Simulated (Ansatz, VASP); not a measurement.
# TeIrS (1T-IrSTe bilayer, like faces together) in two plane-wave programs, part 2 of 2

One calculation is typed for both programs; each brings its own data sets. How far apart do they land? The structure shown is the start of the Ansatz relaxation below; VASP solves that cell, so the two are compared at the walk's first step.

VASP 6.6.1 and Ansatz 0.2.0.

So far: Starting point; Ansatz: relaxation, PBE with D3(BJ).

### Step 3. VASP: single point, PBE with D3(BJ), start cell

Level of this step: PBE with D3(BJ), zero-moment start; plane waves and PAW (Te, Ir, S) (VASP).

The same cell, functional, mesh and smearing now go to VASP, with its own data sets.

Lines of VASP's logs that name or quote its potential files are left out, and so is its time.

INCAR reads:

```
SYSTEM = TeIrS
PREC = Accurate
ENCUT = 400
EDIFF = 1E-06
NELM = 200
ISMEAR = -1
SIGMA = 0.05
LREAL = .FALSE.
ALGO = Normal
GGA = PE
IVDW = 12
NBANDS = 30
ISPIN = 2
MAGMOM = -0 0 0 0 0 0
LASPH = .TRUE.
LMAXMIX = 4
LORBIT = 11
LWAVE = .FALSE.
LCHARG = .FALSE.
ISIF = 2
LDIPOL = .TRUE.
IDIPOL = 3
DIPOL = 0.5 0.5 0.5
LVHAR = .TRUE.
GGA_COMPAT = .FALSE.
NELMDL = -8
KPAR = 2
```

POSCAR reads:

```
TeIrS
1.0
    3.5810570000      0.0000000000      0.0000000000
   -1.7905280000      3.1012860000      0.0000000000
    0.0000000000      0.0000000000     48.1632170000
Te Ir S
2 2 2
Direct
    0.6666664805      0.3333333333      0.4111021072
    0.0000000000      0.0000000000      0.5888978928
    0.0000000000      0.0000000000      0.4461469009
    0.3333332403      0.6666666667      0.5538530991
    0.3333332403      0.6666666667      0.4688559113
    0.6666664805      0.3333333333      0.5311441094
```

KPOINTS reads:

```
Automatic mesh
0
Gamma
12 12 1
0 0 0
```

The projector-augmented-wave data sets are Te, Ir and S (PBE family, release 64).

Run with:

```console
$ mpirun -np 2 vasp_std
```

Numbers of over 12 decimals in the logs are rounded to 6 here.

The program printed:

```text
[banner, memory and clock lines left out]
running    2 mpi-ranks, on    1 nodes
 distrk:  each k-point on    1 cores,    2 groups
 distr:  one band on    1 cores,    1 groups

 POSCAR found type information on POSCAR TeIrS
 POSCAR found :  3 types and       6 ions
 LDA part: xc-table for (Slater+PW92), standard interpolation
 POSCAR, INCAR and KPOINTS ok, starting setup
 FFT: planning ... GRIDC
 FFT: planning ... GRID_SOFT
 FFT: planning ... GRID
 WAVECAR not read
 entering main loop
       N       E                     dE             d eps       ncg     rms          rms(c)
DAV:   1     0.314043916408E+03    0.31404E+03   -0.11907E+04  2344   0.829E+02
DAV:   2     0.569990929601E+01   -0.30834E+03   -0.28766E+03  3280   0.219E+02
DAV:   3    -0.330452269808E+02   -0.38745E+02   -0.38175E+02  3004   0.817E+01
DAV:   4    -0.342233272562E+02   -0.11781E+01   -0.11625E+01  2986   0.180E+01
DAV:   5    -0.342585600148E+02   -0.35233E-01   -0.35145E-01  3272   0.286E+00
DAV:   6    -0.342592638186E+02   -0.70380E-03   -0.70347E-03  3054   0.399E-01
DAV:   7    -0.342592919887E+02   -0.28170E-04   -0.28168E-04  3302   0.720E-02
DAV:   8    -0.342592933374E+02   -0.13487E-05   -0.13485E-05  2766   0.145E-02    0.254E+01
DAV:   9    -0.333302091602E+02    0.92908E+00   -0.50306E+00  3594   0.204E+01    0.130E+01
DAV:  10    -0.334545093235E+02   -0.12430E+00   -0.31528E+00  3324   0.160E+01    0.659E+00
DAV:  11    -0.384692439180E+02   -0.50147E+01   -0.66132E+01  3644   0.210E+01    0.170E+01
DAV:  12    -0.333373357192E+02    0.51319E+01   -0.36123E+01  3532   0.152E+01    0.266E+00
DAV:  13    -0.331070341573E+02    0.23030E+00   -0.37056E+00  3220   0.508E+00    0.127E+00
DAV:  14    -0.330908825799E+02    0.16152E-01   -0.65267E-01  2888   0.234E+00    0.987E-01
[...]
DAV:  30    -0.330818117584E+02   -0.11229E-04   -0.13939E-06  2116   0.608E-03    0.684E-03
DAV:  31    -0.330818146986E+02   -0.29402E-05   -0.19220E-07  1740   0.286E-03    0.655E-03
DAV:  32    -0.330818166059E+02   -0.19073E-05   -0.10834E-07  1652   0.217E-03    0.545E-03
DAV:  33    -0.330818216905E+02   -0.50846E-05   -0.38323E-07  1872   0.213E-03    0.281E-03
DAV:  34    -0.330818246884E+02   -0.29979E-05   -0.33098E-07  1872   0.213E-03    0.262E-03
DAV:  35    -0.330818259555E+02   -0.12671E-05   -0.44356E-08  1722   0.135E-03    0.241E-03
DAV:  36    -0.330818271816E+02   -0.12262E-05   -0.28773E-08  1642   0.656E-04    0.249E-03
DAV:  37    -0.330818277710E+02   -0.58935E-06   -0.22159E-08  1674   0.878E-04
   1 F= -.35377981E+02 E0= -.35361137E+02  d E =-.336894E-01  mag=     0.0000
```

Parts of OUTCAR (step 3):

```text
ion  position               nearest neighbor table
   1  0.667  0.333  0.411-   3 2.67   3 2.67   3 2.67
   2  0.000  0.000  0.589-   4 2.67   4 2.67   4 2.67
   3  0.000  0.000  0.446-   5 2.34   5 2.34   5 2.34   1 2.67   1 2.67   1 2.67
   4  0.333  0.667  0.554-   6 2.34   6 2.34   6 2.34   2 2.67   2 2.67   2 2.67
   5  0.333  0.667  0.469-   3 2.34   3 2.34   3 2.34
   6  0.667  0.333  0.531-   4 2.34   4 2.34   4 2.34

  LATTYP: Found a hexagonal cell.
 ALAT       =     3.5810570000
 C/A-ratio  =    13.4494416034

 Subroutine GETGRP returns: Found  6 space group operations
 (whereof  6 operations were pure point group operations)

The static configuration has the point symmetry C_3v.

 Found     19 irreducible k-points:

   k-points           NKPTS =     19   k-points in BZ     NKDIM =     19   number of bands    NBANDS=     30

   dimension x,y,z NGX =    24 NGY =   24 NGZ =  320
   dimension x,y,z NGXF=    48 NGYF=   48 NGZF=  640

   ENCUT  =  400.0 eV  29.40 Ry    5.42 a.u.   5.84  5.84 78.54*2*pi/ulx,y,z

   NELECT =      42.0000    total number of electrons

 k-points in reciprocal lattice and weights: Automatic mesh
   0.00000000  0.00000000  0.00000000       0.007
   0.08333333 -0.00000000  0.00000000       0.042
   0.16666667  0.00000000  0.00000000       0.042
   0.25000000 -0.00000000  0.00000000       0.042
   0.33333333 -0.00000000  0.00000000       0.042
   0.41666667  0.00000000  0.00000000       0.042
   0.50000000 -0.00000000  0.00000000       0.021
   0.08333333  0.08333333  0.00000000       0.042
   0.16666667  0.08333333  0.00000000       0.083
[...]
0.33333333  0.25000000  0.00000000       0.083
   0.33333333  0.33333333  0.00000000       0.014

 dipolmoment           0.000000      0.000000      0.000123 electrons x Angstroem

 average (electrostatic) potential at core
       1 -96.5843       2 -96.5791       3 -60.1754       4 -60.1678       5 -94.1197
       6 -94.1148

 E-fermi :  -1.7255

 spin component 1
 k-point     1 :       0.0000    0.0000    0.0000
  band No.  band energies     occupation
    ...
     13      -4.3130      1.00000
     14      -4.3052      1.00000
     15      -4.3052      1.00000
     16      -4.1745      1.00000
     17      -2.3801      1.00000
     18      -1.5661      0.03961
     19      -1.5661      0.03961
     20      -1.4989      0.01065
     21      -1.4811      0.00749
     22      -1.4811      0.00749
    ...

 k-point     2 :       0.0833   -0.0000    0.0000
  band No.  band energies     occupation
    ...
     14      -4.3788      1.00000
     15      -4.2040      1.00000
     16      -4.0976      1.00000
     17      -2.6065      1.00000
     18      -2.3332      0.99999
     19      -1.5340      0.02125
     20      -1.5176      0.01540
     21      -1.4476      0.00384
     22      -0.9630      0.00000
     23       0.9956      0.00000
    ...

 k-point     3 :       0.1667    0.0000    0.0000
  band No.  band energies     occupation
    ...
     14      -4.5311      1.00000
     15      -4.0372      1.00000
     16      -4.0153      1.00000
     17      -2.9418      1.00000
     18      -2.8746      1.00000
     19      -1.5675      0.04075
     20      -1.5515      0.02992
     21      -1.4585      0.00478
     22      -1.0381      0.00000
     23       0.1067      0.00000
    ...

 k-point     4 :       0.2500   -0.0000    0.0000
  band No.  band energies     occupation
    ...
     16      -4.1054      1.00000
     17      -3.0564      1.00000
     18      -2.9653      1.00000
     19      -1.8857      0.96102
     20      -1.8001      0.81653
     21      -1.7163      0.45443
     22      -1.7020      0.38484
     23      -0.2948      0.00000
     24       0.1777      0.00000
     25       0.9231      0.00000
    ...

 k-point     5 :       0.3333   -0.0000    0.0000
  band No.  band energies     occupation
    ...
     18      -3.2550      1.00000
     19      -2.2732      0.99998
     20      -2.2666      0.99998
     21      -2.1826      0.99989
     22      -2.1393      0.99975
     23      -0.0185      0.00000
     24       0.1777      0.00000
     25       0.9055      0.00000
     26       1.0508      0.00000
     27       2.7885      0.00000
    ...

 k-point     6 :       0.4167    0.0000    0.0000
  band No.  band energies     occupation
    ...
     18      -3.4120      1.00000
     19      -2.8181      1.00000
     20      -2.7445      1.00000
     21      -2.6899      1.00000
     22      -2.5875      1.00000
     23       0.3625      0.00000
     24       0.4165      0.00000
     25       0.9367      0.00000
     26       1.0794      0.00000
     27       2.3734      0.00000
    ...

 Edisp (eV)   -2.29615

  Total       2.04405     2.04405     1.82075     0.00000     0.00000     0.00000
  in kB       6.12257     6.12257     5.45373     0.00000     0.00000     0.00000
  external pressure =        5.90 kB  Pullay stress =        0.00 kB

  energy-cutoff  :      400.00
  volume of cell :      534.90
      direct lattice vectors                 reciprocal lattice vectors
     3.581057000  0.000000000  0.000000000     0.279247161  0.161223396  0.000000000
    -1.790528000  3.101286000  0.000000000     0.000000000  0.322446882  0.000000000
     0.000000000  0.000000000 48.163217000     0.000000000  0.000000000  0.020762733

 POSITION                                       TOTAL-FORCE (eV/Angst)
 -----------------------------------------------------------------------------------
      1.79053      1.03376     19.80000         0.000000      0.000000     -0.594905
      0.00000      0.00000     28.36322         0.000000     -0.000000      0.569652
      0.00000      0.00000     21.48787         0.000000      0.000000      0.428813
      0.00000      2.06752     26.67535         0.000000     -0.000000     -0.352053
      0.00000      2.06752     22.58161        -0.000000     -0.000000      0.346962
      1.79053      1.03376     25.58161        -0.000000     -0.000000     -0.398469
 -----------------------------------------------------------------------------------
    total drift:                                0.000705      0.000003     -0.000114

  FREE ENERGIE OF THE ION-ELECTRON SYSTEM (eV)
  ---------------------------------------------------
  free  energy   TOTEN  =       -35.3779814402 eV

  energy  without entropy=      -35.3442920052  energy(sigma->0) =      -35.36113672

 vacuum level on the upper side and lower side of the slab         2.776         2.774

 total charge
# of ion       s       p       d       tot
------------------------------------------
    1        1.395   1.923   0.061   3.379
    2        1.395   1.924   0.061   3.380
    3        0.658   0.658   7.164   8.480
    4        0.657   0.658   7.164   8.479
    5        1.350   2.269   0.000   3.619
    6        1.349   2.272   0.000   3.621
--------------------------------------------------
tot          6.805   9.704  14.450  30.958

 magnetization (x)
# of ion       s       p       d       tot
------------------------------------------
    1       -0.000   0.000   0.000   0.000
    2       -0.000   0.000   0.000   0.000
    3       -0.000   0.000   0.000   0.000
    4       -0.000   0.000   0.000   0.000
    5       -0.000   0.000   0.000   0.000
    6       -0.000   0.000   0.000   0.000
--------------------------------------------------
tot         -0.000   0.000   0.000   0.000

[... 1 further part left out ...]
```

This run allows spin, but its moments start at zero, where symmetry between the spins tends to hold them, although Ir can carry a moment.

### Step 4. Comparison

Known differences besides the potentials themselves: Ansatz cuts the interaction across the vacuum, VASP repeats the sheet with a dipole correction; the data sets hold 78 valence electrons in Ansatz (on its default PAW (the set named soft_2) files) and 42 in VASP; the cutoff is 420 eV in Ansatz and 400 eV in VASP. Total energies have different zeros and are not compared.

Forces (eV/Å; atoms numbered as in POSCAR):

```tsv
atom	Ansatz x, y, z	VASP x, y, z
Te1	0.000, 0.000, -0.591	0.000, 0.000, -0.595
Te2	0.000, 0.000, 0.566	0.000, 0.000, 0.570
Ir3	0.000, 0.000, 0.464	0.000, 0.000, 0.429
Ir4	0.000, 0.000, -0.387	0.000, 0.000, -0.352
S5	0.000, 0.000, 0.310	0.000, 0.000, 0.347
S6	0.000, 0.000, -0.362	0.000, 0.000, -0.398
```

The forces differ by 17 meV/Å r.m.s., which is 6.4 % of the r.m.s. force of 0.265 eV/Å (both taken over all components). Moments aren't recorded for both runs of this pair, so they may hold unlike magnetic states. With vacuum in the cell, a pressure given here is an average over mostly empty space and none of the material.

### Step 5. Outcome

```json
{
  "r.m.s. force difference (single point, PBE with D3(BJ), start cell)": "6.4 % of the r.m.s. force"
}
```

The r.m.s. force difference is 6.4 % of the r.m.s. force (single point, PBE with D3(BJ), start cell), beyond the 3 % picked in this series as the mark of a large difference. The data sets hold unlike numbers of valence electrons (78 in Ansatz and 42 in VASP), so part of the differences comes from the potentials. What causes the difference of the single point, PBE with D3(BJ), start cell pair stays open here. 1 further run of this series is not shown here. How closely two codes agree says nothing of how well the functional describes the real material.

[Lines on the potential files, build, host, timing and source positions are cut from VASP's logs without a mark.]

[Logs are printed without paths, hosts, clocks, repeated set-up lines and the standing remarks that a program may print on its own settings, such as how far it seeks lower states.]

[Hosts, paths, dates, database ids (printed as entryN), source tags and the programs' standing remarks are cut or masked in the printed files.]
